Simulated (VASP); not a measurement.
Calculation: PBEsol GGA, VASP's PBE PAW potentials (set 64) (plane waves; VASP).

A VASP calculation is set up with these files.

POSCAR:
```
LuAu2
1
   -1.8224700000     1.8224700000     4.4487050000
    1.8224700000    -1.8224700000     4.4487050000
    1.8224700000     1.8224700000    -4.4487050000
Lu Au
1 2
Direct
  0.0000000000   0.0000000000   0.0000000000
  0.6639400000   0.6639400000   0.0000000000
  0.3360600000   0.3360600000   0.0000000000
```

### KPOINTS
```
Automatic mesh
0
Gamma
10 10 10
0 0 0
```

**INCAR**
```
SYSTEM=LuAu2
LREAL=F   # projection in real space or not
LMAXMIX=6
SIGMA=0.2
EDIFF=1E-6   # SCF stop (eV)
ISIF=2   # forces and stress, cell fixed
PREC=Accurate
ALGO=Normal
ISMEAR=0   # Gaussian
LCHARG=F
LASPH=T   # aspherical one-centre terms
GGA=PS   # PBEsol
ENCUT=300   # plane-wave cut-off (eV)
LWAVE=F
NELM=100   # most electronic steps
```

POTCAR, in this order: Lu_3 Au (PBE.64 set). Program: vasp_std.

Output

File OSZICAR:
```
       N       E                     dE             d eps       ncg     rms          rms(c)
DAV:   1     0.120196635851E+03    0.12020E+03   -0.11037E+04  6289   0.125E+03
DAV:   2    -0.112484282497E+02   -0.13145E+03   -0.12408E+03  6685   0.475E+02
DAV:   3    -0.170381966273E+02   -0.57898E+01   -0.55638E+01  6176   0.761E+01
DAV:   4    -0.171458262107E+02   -0.10763E+00   -0.10696E+00  6158   0.768E+00
DAV:   5    -0.171473457066E+02   -0.15195E-02   -0.15110E-02  5745   0.748E-01    0.325E+01
DAV:   6    -0.156052474124E+02    0.15421E+01   -0.91743E+00  6303   0.296E+01    0.141E+01
DAV:   7    -0.155133858641E+02    0.91862E-01   -0.50662E-01  6757   0.855E+00    0.721E+00
DAV:   8    -0.154948041736E+02    0.18582E-01   -0.57345E-02  6290   0.303E+00    0.104E+00
DAV:   9    -0.154937450811E+02    0.10591E-02   -0.35984E-03  6369   0.618E-01    0.306E-01
DAV:  10    -0.154934197923E+02    0.32529E-03   -0.15929E-03  6145   0.577E-01    0.239E-02
DAV:  11    -0.154934265237E+02   -0.67314E-05   -0.60851E-05  5739   0.691E-02    0.340E-02
DAV:  12    -0.155419979581E+02   -0.48571E-01   -0.43006E-01  6433   0.644E-02    0.183E-01
DAV:  13    -0.154934248785E+02    0.48573E-01   -0.39080E+00  2495   0.376E-01    0.200E-02
DAV:  14    -0.154934247272E+02    0.15136E-06   -0.59714E-07  2507   0.212E-02
   1 F= -.15493425E+02 E0= -.15484846E+02  d E =-.171581E-01
```

File OUTCAR:
```
------------------------ aborting loop because EDIFF is reached ----------------------------------------
  FORCE on cell =-STRESS in cart. coord.  units (eV):
  Direction    XX          YY          ZZ          XY          YZ          ZX
  --------------------------------------------------------------------------------------
  Total       -1.3349725     -1.3349725     -1.5774528      0.0000000      0.0000000      0.0000000
  in kB      -36.1883286    -36.1883286    -42.7614646      0.0000000      0.0000000      0.0000000
  external PRESSURE =     -38.3793739 kB  Pullay stress =       0.0000000 kB
  volume of cell :       59.10
      direct lattice vectors                 reciprocal lattice vectors
    -1.822470000  1.822470000  4.448705000     0.000000000  0.274352939  0.112392258
     1.822470000 -1.822470000  4.448705000     0.274352939  0.000000000  0.112392258
     1.822470000  1.822470000 -4.448705000     0.274352939  0.274352939  0.000000000
 POSITION                                       TOTAL-FORCE (eV/Angst)
 -----------------------------------------------------------------------------------
      0.00000      0.00000      0.00000         0.000000      0.000000      0.000000
      0.00000      0.00000      5.90735        -0.000000     -0.000000      0.040358
      0.00000      0.00000      2.99006        -0.000000     -0.000000     -0.040358
 -----------------------------------------------------------------------------------
    total drift:                               -0.000000     -0.000000      0.000000
  FREE ENERGIE OF THE ION-ELECTRON SYSTEM (eV)
  ---------------------------------------------------
  free  energy   TOTEN  =       -15.4934247272 eV

  energy  without entropy=      -15.4762666050  energy(sigma->0) =      -15.48484567
```
(Selected blocks of OUTCAR.)

At this cut-off the stress carries a Pulay error, which pulls relaxed volumes low.

The structure comes from a computed database's LuAu2 entry (I4/mmm); how it stands against other phases isn't given here. The cell was not relaxed at this level. The electron count is odd and the run is not spin-polarised, which forces a metal.
